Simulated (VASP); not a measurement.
The system is Nb3B5.

```
Nb B
1.0
    -2.82311    2.82311    3.64423
     2.82311   -2.82311    3.64423
     2.82311    2.82311   -3.64423
Nb B
3 5
Cartesian
  0.0000 2.8231 0.0000
  2.8231 0.0000 0.0000
  0.0000 0.0000 3.6442
  1.4116 1.4116 1.8221
  1.4116 1.4116 -1.8221
  -1.4116 1.4116 1.8221
  1.4116 -1.4116 1.8221
  0.0000 0.0000 0.0000
```

The cell was built by a generator and needn't be a form met in nature.

```yaml
Program: VASP 6.6.1
Task: relaxation of cell and atoms
Functional: PBE
Potentials_or_basis: VASP PAW PBE potentials, release 64 (Nb_sv, B)
Cutoff: 520 eV
k_mesh: 4 × 4 × 4
Occupations: gaussian, width 0.15 eV
Spin: no spin polarisation
```

At the start: pressure -34.0 GPa; volume 14.52 Å³/atom.

Question: How do energy, volume and symmetry change on relaxing?

Answer: Over 7 steps the energy falls by 513.8 meV/atom and the volume is 10.84 Å³/atom (-25.3 %); space group I4/mmm (No. 139, to 0.05 Å).

The path:
```tsv
step	energy change (eV)	largest force (eV/Å)	pressure (GPa)	volume (Å³)
1	0.0000	0.0000	-34.02	116.18
2	-1.3334	0.0000	62.97	71.64
3	-3.9264	0.0000	-1.70	87.96
4	-3.9296	0.0000	0.25	87.31
5	-3.9887	0.0000	0.31	87.27
6	-4.0395	0.0000	0.33	87.16
7	-4.1106	0.0000	0.46	86.75
```

Final structure:
```xyz
8
Lattice="-2.6834 2.6834 3.0118 2.6834 -2.6834 3.0118 2.6834 2.6834 -3.0118" Properties=species:S:1:pos:R:3 pbc="T T T"
Nb    0.0000    2.6834    0.0000
Nb    2.6834    0.0000    0.0000
Nb    0.0000    0.0000    3.0118
B     1.3417    1.3417    1.5059
B     1.3417    1.3417   -1.5059
B    -1.3417    1.3417    1.5059
B     1.3417   -1.3417    1.5059
B     0.0000    0.0000    0.0000
```

Caveat: the k mesh is coarse (spacing up to 0.39 Å⁻¹), so the values aren't converged; the volume moved by over 15 % at a fixed basis, so the end points are rough.
